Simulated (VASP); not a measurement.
An input for Quantum ESPRESSO's pw.x (written as the equivalent of a VASP run, and not itself run):

```
&CONTROL
  calculation = 'vc-relax'
  pseudo_dir = './pseudo'
  outdir = './out'
  tprnfor = .true.
  tstress = .true.
  nstep = 60
  forc_conv_thr = 0.00039
/
&SYSTEM
  ibrav = 0
  nat = 1
  ntyp = 1
  ecutwfc = 88
  occupations = 'smearing'
  smearing = 'methfessel-paxton'
  degauss = 0.00735
  input_dft = 'pbe'
/
&ELECTRONS
  conv_thr = 7.3e-08
  electron_maxstep = 100
/
&IONS
/
&CELL
/
ATOMIC_SPECIES
  Na 22.990 Na.upf
CELL_PARAMETERS angstrom
    -2.0969975    2.0969975    2.0969975
     2.0969975   -2.0969975    2.0969975
     2.0969975    2.0969975   -2.0969975
ATOMIC_POSITIONS crystal
  Na   0.0000000  0.0000000  0.0000000
K_POINTS automatic
  11 11 11 0 0 0
```

### Question
Translate this input to VASP (INCAR, KPOINTS, POSCAR, choice of POTCAR).

### Answer
This is not unique; one that fits is 
**KPOINTS**
```
Automatic
0
Gamma
  11 11 11
```

File POSCAR:
```
Na
1
   -2.0969974776     2.0969974776     2.0969974776
    2.0969974776    -2.0969974776     2.0969974776
    2.0969974776     2.0969974776    -2.0969974776
Na
1
Direct
  0.0000000000   0.0000000000   0.0000000000
```

### INCAR
```
SYSTEM = Na
PREC = Accurate
ENCUT = 520
EDIFF = 1E-6
NELM = 100
ALGO = Normal
LREAL = .FALSE.
LASPH = .TRUE.
ISMEAR = 1
SIGMA = 0.1
GGA = PE
LWAVE = .FALSE.
LCHARG = .FALSE.
IBRION = 2
ISIF = 3
NSW = 60
EDIFFG = -0.01
```

POTCAR, in this order: Na_pv (PBE.64 set). Program: vasp_std.

What does not carry over: the potentials are each code's own (VASP's PAW set, PseudoDojo norm-conserving files in pw.x), so ENCUT and ecutwfc are chosen apart and not converted; conv_thr bounds pw.x's estimated SCF error, while EDIFF bounds the energy change between steps; forc_conv_thr acts on force components and is met together with etot_conv_thr.

The compound is Na in the bcc structure. It was relaxed first. The start is the result of an earlier pass.
